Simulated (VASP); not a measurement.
# Si (Fd-3m) in VASP: notebook

One crystal, Si, is run at these levels: HSE06, PBE; tasks: single point.

All numbers are computed with VASP 6.6.1; they aren't measurements. Logs are shortened: lines on timing, memory, paths and dates and some standing lists are left out, and cuts for length are marked.

**What was measured.**

“Dopant-enhanced solid phase epitaxy in buried amorphous silicon layers”, 2010, arxiv:1007.5372 quotes, for a bulk crystal of Si at 0 K: band gap 1.1692 eV.

The runs below are set against these values where they give the same quantity.

## Step 1: The crystal as given

The structure is cubic, space group Fd-3m (No. 227). The conventional cell has a = 5.469 Å, b = 5.469 Å, c = 5.469 Å, α = 90.00°, β = 90.00°, γ = 90.00°. Si (site symmetry -43m) has 4 Si at 2.37 Å as nearest neighbours.

## Step 2: Single point, HSE06

POSCAR

```
Si
1.0
   -8.2028910000      8.2028910000      0.0000000000
   -8.2028910000      0.0000000000      8.2028910000
    0.0000000000      8.2028910000      8.2028910000
Si
54
Direct
    0.7500000000      0.7500000000      0.7500000000
    0.0833333300      0.7500000000      0.7500000000
    0.7500000000      0.0833333300      0.7500000000
    0.7500000000      0.7500000000      0.0833333300
    0.4166666700      0.7500000000      0.7500000000
    0.0833333300      0.0833333300      0.7500000000
    0.0833333300      0.7500000000      0.0833333300
    0.7500000000      0.4166666700      0.7500000000
    0.7500000000      0.0833333300      0.0833333300
    0.7500000000      0.7500000000      0.4166666700
    0.4166666700      0.0833333300      0.7500000000
    0.4166666700      0.7500000000      0.0833333300
    0.0833333300      0.4166666700      0.7500000000
    0.0833333300      0.0833333300      0.0833333300
    0.0833333300      0.7500000000      0.4166666700
    0.7500000000      0.4166666700      0.0833333300
    0.7500000000      0.0833333300      0.4166666700
    0.4166666700      0.4166666700      0.7500000000
    0.4166666700      0.0833333300      0.0833333300
    0.4166666700      0.7500000000      0.4166666700
    0.0833333300      0.4166666700      0.0833333300
    0.0833333300      0.0833333300      0.4166666700
    0.7500000000      0.4166666700      0.4166666700
    0.4166666700      0.4166666700      0.0833333300
    0.4166666700      0.0833333300      0.4166666700
    0.0833333300      0.4166666700      0.4166666700
    0.4166666700      0.4166666700      0.4166666700
    0.8333333300      0.8333333300      0.5000000000
    0.1666666700      0.8333333300      0.5000000000
    0.8333333300      0.1666666700      0.5000000000
    0.8333333300      0.8333333300      0.8333333300
    0.5000000000      0.8333333300      0.5000000000
    0.1666666700      0.1666666700      0.5000000000
    0.1666666700      0.8333333300      0.8333333300
    0.8333333300      0.5000000000      0.5000000000
    0.8333333300      0.1666666700      0.8333333300
    0.8333333300      0.8333333300      0.1666666700
    0.5000000000      0.1666666700      0.5000000000
    0.5000000000      0.8333333300      0.8333333300
    0.1666666700      0.5000000000      0.5000000000
    0.1666666700      0.1666666700      0.8333333300
    0.1666666700      0.8333333300      0.1666666700
    0.8333333300      0.5000000000      0.8333333300
    0.8333333300      0.1666666700      0.1666666700
    0.5000000000      0.5000000000      0.5000000000
    0.5000000000      0.1666666700      0.8333333300
    0.5000000000      0.8333333300      0.1666666700
    0.1666666700      0.5000000000      0.8333333300
    0.1666666700      0.1666666700      0.1666666700
    0.8333333300      0.5000000000      0.1666666700
    0.5000000000      0.5000000000      0.8333333300
    0.5000000000      0.1666666700      0.1666666700
    0.1666666700      0.5000000000      0.1666666700
    0.5000000000      0.5000000000      0.1666666700
```

INCAR.step1

```
  PREC = Normal
  ENCUT = 400
  EDIFF = 1E-5
  ISMEAR = 0
  SIGMA = 0.01
  LREAL = Auto
  LASPH = T
  NELM = 80
  ALGO = Normal
  ISIF = 2
  LWAVE = T
  LCHARG = F
  ICORELEVEL = 1
  GGA = PE
  LUSENCCL = F
```

INCAR.step2

```
  PREC = Normal
  ENCUT = 400
  EDIFF = 1E-6
  ISMEAR = 0
  SIGMA = 0.01
  LREAL = Auto
  LASPH = T
  NELM = 80
  ALGO = Normal
  ISIF = 2
  LWAVE = F
  LCHARG = F
  GGA = PE
  LHFCALC = T
  HFSCREEN = 0.2
  PRECFOCK = Fast
  ICORELEVEL = 1
  ISTART = 1
  LUSENCCL = F
```

KPOINTS

```
Automatic mesh
0
Gamma
  1 1 1
```

Potentials or basis: VASP PAW PBE potentials, release 64 (Si).

On the command line:

```
> cat potpaw_PBE.64/Si/POTCAR > POTCAR
> cp INCAR.step1 INCAR
> mpirun -np 1 vasp_gam > vasp.out
> cp INCAR.step2 INCAR
> mpirun -np 1 vasp_gam > vasp.out
```

OUTCAR:

```text
PREC = Normal
   ENCUT = 400
   EDIFF = 1E-6
   ISMEAR = 0
   LREAL = Auto
   LASPH = T
   NELM = 80
   ISIF = 2
   GGA = PE
   LHFCALC = T
   HFSCREEN = 0.2
   PRECFOCK = Fast
   ISTART = 1

 ion  position               nearest neighbor table
   1  0.750  0.750  0.750-  31 2.37  28 2.37  39 2.37  43 2.37
   2  0.083  0.750  0.750-  29 2.37  31 2.37  34 2.37  48 2.37
   3  0.750  0.083  0.750-  30 2.37  31 2.37  36 2.37  46 2.37
   4  0.750  0.750  0.083-  31 2.37  37 2.37  47 2.37  50 2.37
   5  0.417  0.750  0.750-  39 2.37  34 2.37  32 2.37  51 2.37
   6  0.083  0.083  0.750-  34 2.37  36 2.37  33 2.37  41 2.37
[... 46 lines left out ...]
  53  0.167  0.500  0.167-  24 2.37  26 2.37   7 2.37  21 2.37
  54  0.500  0.500  0.167-  12 2.37  16 2.37  24 2.37  27 2.37

  LATTYP: Found a face centered cubic cell.
 ALAT       =    16.4057820000

  Lattice vectors:

 A1 = (  -8.2028910000,   8.2028910000,   0.0000000000)
 A2 = (  -8.2028910000,   0.0000000000,   8.2028910000)
 A3 = (   0.0000000000,   8.2028910000,   8.2028910000)

Analysis of symmetry for initial positions (statically):
=====================================================================
 Subroutine PRICEL returns following result:

  LATTYP: Found a face centered cubic cell.
 ALAT       =     5.4685941094

  Lattice vectors:

 A1 = (  -2.7342970547,   2.7342970547,   0.0000000000)
 A2 = (  -2.7342970547,   0.0000000000,   2.7342970547)
 A3 = (   0.0000000000,   2.7342970547,   2.7342970547)

  27 primitive cells build up your supercell.

 Routine SETGRP: Setting up the symmetry group for a
 face centered cubic supercell.

 Subroutine GETGRP returns: Found 48 space group operations
 (whereof 24 operations were pure point group operations)
 out of a pool of 48 trial point group operations.

The static configuration has the point symmetry T_d .
 The point group associated with its full space group is O_h .

Analysis of symmetry for dynamics (positions and initial velocities):
=====================================================================
 Subroutine PRICEL returns following result:

  LATTYP: Found a face centered cubic cell.
 ALAT       =     5.4685941094

  Lattice vectors:

 A1 = (  -2.7342970547,   2.7342970547,   0.0000000000)
 A2 = (  -2.7342970547,   0.0000000000,   2.7342970547)
 A3 = (   0.0000000000,   2.7342970547,   2.7342970547)

  27 primitive cells build up your supercell.

 Routine SETGRP: Setting up the symmetry group for a
 face centered cubic supercell.

 Subroutine GETGRP returns: Found 48 space group operations
 (whereof 24 operations were pure point group operations)
 out of a pool of 48 trial point group operations.

The dynamic configuration has the point symmetry T_d .
 The point group associated with its full space group is O_h .

 Subroutine INISYM returns: Found 48 space group operations
 (whereof 24 operations are pure point group operations),
 and found    27 'primitive' translations

----------------------------------------------------------------------------------------

                                     Primitive cell

  volume of cell :      40.8853

  direct lattice vectors                    reciprocal lattice vectors
    -2.734297055  2.734297055  0.000000000    -0.182862355  0.182862355 -0.182862355
    -2.734297055  0.000000000  2.734297055    -0.182862355 -0.182862355  0.182862355
     0.000000000  2.734297055  2.734297055     0.182862355  0.182862355  0.182862355

  length of vectors
     3.866879978  3.866879978  3.866879978     0.316726890  0.316726890  0.316726890

  position of ions in fractional coordinates (direct lattice)
     0.249999955  0.249999955  0.249999955
     0.499999940  0.499999940  0.499999940

  ion indices of the primitive-cell ions
   primitive index   ion index
                 1           1
                 2          31

----------------------------------------------------------------------------------------

 KPOINTS: Automatic mesh

Automatic generation of k-mesh.
 Grid dimensions read from file:
 generate k-points for:    1    1    1

 Generating k-lattice:

  Cartesian coordinates                     Fractional coordinates (reciprocal lattice)
    -0.060954120  0.060954120 -0.060954120     1.000000000  0.000000000  0.000000000
    -0.060954120 -0.060954120  0.060954120     0.000000000  1.000000000  0.000000000
     0.060954120  0.060954120  0.060954120     0.000000000  0.000000000  1.000000000

  Length of vectors
     0.105575632  0.105575632  0.105575632

  Shift w.r.t. Gamma in fractional coordinates (k-lattice)
     0.000000000  0.000000000  0.000000000

 Subroutine IBZKPT returns following result:
 ===========================================

 Found      1 irreducible k-points:

 Following reciprocal coordinates:
            Coordinates               Weight
  0.000000  0.000000  0.000000      1.000000
   k-points           NKPTS =      1   k-points in BZ     NKDIM =      1   number of bands    NBANDS=    136
   number of dos      NEDOS =    301   number of ions     NIONS =     54
   total plane-waves  NPLWV = 216000
   dimension x,y,z NGX =    60 NGY =   60 NGZ =   60
   dimension x,y,z NGXF=   120 NGYF=  120 NGZF=  120
   ions per type =              54
   NGX,Y,Z   is equivalent  to a cutoff of   8.60,  8.60,  8.60 a.u.
   NGXF,Y,Z  is equivalent  to a cutoff of  17.20, 17.20, 17.20 a.u.
 SYSTEM =  unknown system
   PREC   = normal    normal or accurate (medium, high low for compatibility)
   ISTART =      1    job   : 0-new  1-cont  2-samecut
   ICHARG =      0    charge: 1-file 2-atom 10-const
   ISPIN  =      1    spin polarized calculation?
   LNONCOLLINEAR =      F non collinear calculations
   LSORBIT =      F    spin-orbit coupling
   LASPH  =      T    aspherical Exc in radial PAW
   ENCUT  =  400.0 eV  29.40 Ry    5.42 a.u.  18.92 18.92 18.92*2*pi/ulx,y,z
   NELM   =     80;   NELMIN=  2; NELMDL=  0     # of ELM steps
   EDIFF  = 0.1E-05   stopping-criterion for ELM
   LREAL  =      T    real-space projection
   EDIFFG = 0.1E-04   stopping-criterion for IOM
   NSW    =      0    number of steps for IOM
   IBRION =     -1    ionic relax: 0-MD 1-quasi-New 2-CG
   NFREE  =      0    steps in history (QN), initial steepest desc. (CG)
   ISIF   =      2    stress and relaxation
   ISYM   =      3    0-nonsym 1-usesym 2-fastsym
   POTIM  = 0.5000    time-step for ionic-motion
   TEBEG  =    0.0;   TEEND  =   0.0 temperature during run
   PSTRESS=    0.0 pullay stress
   NELECT =     216.0000    total number of electrons
   NUPDOWN=      -1.0000    fix difference up-down
   EMIN   =  10.00;   EMAX   =-10.00  energy-range for DOS
   EFERMI =   0.00;   METHOD = LEGACY
   ISMEAR =     0;   SIGMA  =   0.01  broadening in eV -4-tet -1-fermi 0-gaus
   EFERMI_NEDOS =   21; number of points for ismear=-14 and -15
   IALGO  =     38    algorithm
   IMIX   =      1    mixing-type and parameters
     AMIX     =   0.40;   BMIX     =  1.00
     AMIX_MAG =   1.60;   BMIX_MAG =  1.00
  volume/ion in A,a.u.               =      20.44       137.95
  Fermi-wavevector in a.u.,A,eV,Ry     =   0.950421  1.796034 12.290132  0.903299
  Thomas-Fermi vector in A             =   2.078796
   LORBIT       =      0    0 simple, 1 ext, 2 COOP (PROOUT), +10 PAW based schemes
   GGA     = PE    functional components
   LHFCALC =     T    Hartree Fock is set to
   PRECFOCK=fast      Normal, Fast or Accurate (Low or Medium for compatibility)
   ENCUT4O =  -1.0   cutoff for four orbital integrals eV
   NKREDX  =     1    reduce k-point grid by
   NKREDY  =     1    reduce k-point grid by
   NKREDZ  =     1    reduce k-point grid by
   AEXX    =    0.2500 exact exchange contribution
   HFSCREEN=    0.2000 screening length (either q_TF or 0.3 A-1)
   HFSCREENC=   0.2000 screening length for correlation (either q_TF or 0.3 A-1)
   ENCUTFOCK=  -1.0 apply spherical cutoff to Coloumb kernel
   IVDW    =     0    specifies the selected vdW correction
   LEPSILON=     F    determine dielectric tensor
   LRPA    =     F    only Hartree local field effects (RPA)
 non-spin polarized calculation
 Gauss-broadening in eV      SIGMA  =   0.01
  energy-cutoff  :      400.00
  volume of cell :     1103.90
 maximum number of plane-waves:      9994
  NGX = 40; NGY = 40; NGZ = 40

 number of electron     216.0000013 magnetization

 Free energy of the ion-electron system (eV)
  ---------------------------------------------------
  ext. energy  EPLUGINS =         0.00000000
  ---------------------------------------------------
  free energy    TOTEN  =      -324.66314628 eV

  energy without entropy =     -324.66314628  energy(sigma->0) =     -324.66314628

 the core state eigenenergies are
   1-  1s  -1774.1926  2s   -128.1136  2p    -84.1386
   2-  1s  -1774.1926  2s   -128.1136  2p    -84.1386
   3-  1s  -1774.1926  2s   -128.1136  2p    -84.1386
   4-  1s  -1774.1926  2s   -128.1136  2p    -84.1386
   5-  1s  -1774.1926  2s   -128.1136  2p    -84.1386
   6-  1s  -1774.1926  2s   -128.1136  2p    -84.1386
[... 46 lines left out ...]
  53-  1s  -1774.1926  2s   -128.1136  2p    -84.1386
  54-  1s  -1774.1926  2s   -128.1136  2p    -84.1386

 E-fermi :   5.3313     XC(G=0):  -7.7189

 val. band max:        5.2639141292   @ k =   0.0000   0.0000   0.0000
 cond. band min:       6.7364378707   @ k =   0.0000   0.0000   0.0000
 fundamental gap:      1.4725237415
 Fermi energy:         5.3312540400

 k-point     1 :       0.0000    0.0000    0.0000
  band No.  band energies     occupation
      1      -7.7912      2.00000
      2      -6.2919      2.00000
      3      -6.2919      2.00000
      4      -6.2919      2.00000
      5      -6.2919      2.00000
      6      -6.2919      2.00000
[... 112 lines left out ...]
    119       7.6255      0.00000
    120       7.6255      0.00000
 [bands above 120 left out]

------------------------ aborting loop because EDIFF is reached ----------------------------------------

  FORCE on cell =-STRESS in cart. coord.  units (eV):
  Direction    XX          YY          ZZ          XY          YZ          ZX
  --------------------------------------------------------------------------------------
  -------------------------------------------------------------------------------------
  Total       -0.9573461     -0.9573461     -0.9573461      0.0000000     -0.0000000     -0.0000000
  in kB       -1.3894686     -1.3894686     -1.3894686      0.0000000     -0.0000000     -0.0000000
  external PRESSURE =      -1.3894686 kB  Pullay stress =       0.0000000 kB

 VOLUME and BASIS-vectors are now :
 -----------------------------------------------------------------------------
  energy-cutoff  :      400.00
  volume of cell :     1103.90
      direct lattice vectors                 reciprocal lattice vectors
    -8.202891000  8.202891000  0.000000000    -0.060954120  0.060954120 -0.060954120
    -8.202891000  0.000000000  8.202891000    -0.060954120 -0.060954120  0.060954120
     0.000000000  8.202891000  8.202891000     0.060954120  0.060954120  0.060954120

 POSITION                                       TOTAL-FORCE (eV/Angst)
 -----------------------------------------------------------------------------------
    -12.30434     12.30434     12.30434         0.000000     -0.000000      0.000000
     -6.83574      6.83574     12.30434         0.000000      0.000000      0.000000
     -6.83574     12.30434      6.83574         0.000000     -0.000000     -0.000000
    -12.30434      6.83574      6.83574         0.000000     -0.000000      0.000000
     -9.57004      9.57004     12.30434         0.000000     -0.000000     -0.000000
     -1.36715      6.83574      6.83574         0.000000     -0.000000     -0.000000
[... 46 lines left out ...]
     -5.46859      2.73430      5.46859        -0.000000      0.000000      0.000000
     -8.20289      5.46859      5.46859        -0.000000      0.000000     -0.000000
 -----------------------------------------------------------------------------------
    total drift:                               -0.000001      0.000000      0.000001

  FREE ENERGIE OF THE ION-ELECTRON SYSTEM (eV)
  ---------------------------------------------------
  free  energy   TOTEN  =      -324.6631462831 eV

  energy  without entropy=     -324.6631462831  energy(sigma->0) =     -324.66314628
```

Wall time 7.1 min (1 × NVIDIA H100 80GB with 1 thread of AMD EPYC 7R13 (Zen 3), shared host); peak memory 1.4 GiB.

What came out:

```yaml
Free_energy: -324.6631 eV
Pressure: -0.1 GPa
Band_gap_on_the_k_mesh: 1.47 eV
```

Levels at points of the mesh, in eV from the valence-band top:
```csv
k point,band 104,band 105,band 106,band 107,band 108,band 109,band 110,band 111,band 112,band 113
"(0.00, 0.00, 0.00)",-1.05,-1.05,0.00,0.00,0.00,1.47,1.47,1.47,1.47,1.47
```

Core levels (eV, on the scale of the bands):
| atom | levels |
| --- | --- |
| 1 Si | 1s -1774.2, 2s -128.1, 2p -84.1 |
| 2 Si | 1s -1774.2, 2s -128.1, 2p -84.1 |
| 3 Si | 1s -1774.2, 2s -128.1, 2p -84.1 |
| 4 Si | 1s -1774.2, 2s -128.1, 2p -84.1 |
| 5 Si | 1s -1774.2, 2s -128.1, 2p -84.1 |
| 6 Si | 1s -1774.2, 2s -128.1, 2p -84.1 |

Caveat: the k mesh is coarse (spacing up to 0.66 Å⁻¹), so the values aren't converged, least of all with exact exchange; the PAW data sets were made with another functional, which shifts forces and pressure a little; an odd mesh through Γ misses points on the zone boundary, where band edges often lie.

## Step 3: Single point, PBE

INCAR

```
SYSTEM = Si
PREC     = Normal         ! precision mode
ENCUT    = 450            ! plane-wave cutoff, eV
EDIFF    = 1E-6           ! SCF threshold, eV
ISMEAR   = 0              ! smearing method
SIGMA    = 0.01           ! smearing width, eV
LREAL    = Auto         
LASPH    = .TRUE.         ! aspherical terms in the spheres
NELM     = 80             ! most SCF steps
ALGO     = Fast           ! electronic algorithm
ISIF     = 2              ! what is computed and relaxed
LWAVE    = .FALSE.        ! write WAVECAR
LCHARG   = .FALSE.        ! write CHGCAR
GGA      = PE             ! functional
ICORELEVEL= 1            
KPAR     = 2            
NCORE    = 1
```

KPOINTS

```
Automatic mesh
0
G
  2 2 2
  0 0 0
```

POSCAR is that of step 2.

Potentials or basis: VASP PAW PBE potentials, release 64 (Si).

On the command line:

```
> cat potpaw_PBE.64/Si/POTCAR > POTCAR
> mpirun -np 2 vasp_std > vasp.out
```

It took 3.6 min on 2 MPI ranks of Intel Xeon Platinum 8488C (Sapphire Rapids), shared host; peak memory 0.59 GiB.

The run converged. Its results:

* Free energy: -292.3064 eV
* Pressure: -0.2 GPa
* Band gap on the k mesh: 0.75 eV

Levels at points of the mesh, in eV from the valence-band top:
```csv
k point,band 104,band 105,band 106,band 107,band 108,band 109,band 110,band 111,band 112,band 113
"(0.00, 0.00, 0.00)",-0.98,-0.98,0.00,0.00,0.00,0.76,0.76,0.76,0.76,0.76
"(0.50, 0.00, 0.00)",-1.18,-0.44,-0.44,-0.44,-0.44,1.09,1.09,1.09,1.09,1.09
"(0.50, 0.50, 0.00)",-1.17,-0.56,-0.56,-0.56,-0.56,0.75,0.75,1.71,1.71,2.04
```

Core levels (eV, on the scale of the bands):
```
atom                           levels
1 Si  1s -1774.1, 2s -128.1, 2p -84.1
2 Si  1s -1774.1, 2s -128.1, 2p -84.1
3 Si  1s -1774.1, 2s -128.1, 2p -84.1
4 Si  1s -1774.1, 2s -128.1, 2p -84.1
5 Si  1s -1774.1, 2s -128.1, 2p -84.1
6 Si  1s -1774.1, 2s -128.1, 2p -84.1
```

## Step 4: How close it comes

Step 3. Against the measured gap of Si, 1.1692 eV (0 K; quoted in “Dopant-enhanced solid phase epitaxy in buried amorphous silicon layers”, 2010, arxiv:1007.5372), the calculated 0.75 eV is off by -0.42 eV. 2 values of this kind are on record (1.1 to 1.1692 eV); this one was drawn at random. The value is that of PBE on a finite k mesh, which can miss the band edges, without temperature or zero-point motion. Semilocal functionals fall short of measured gaps as a rule.
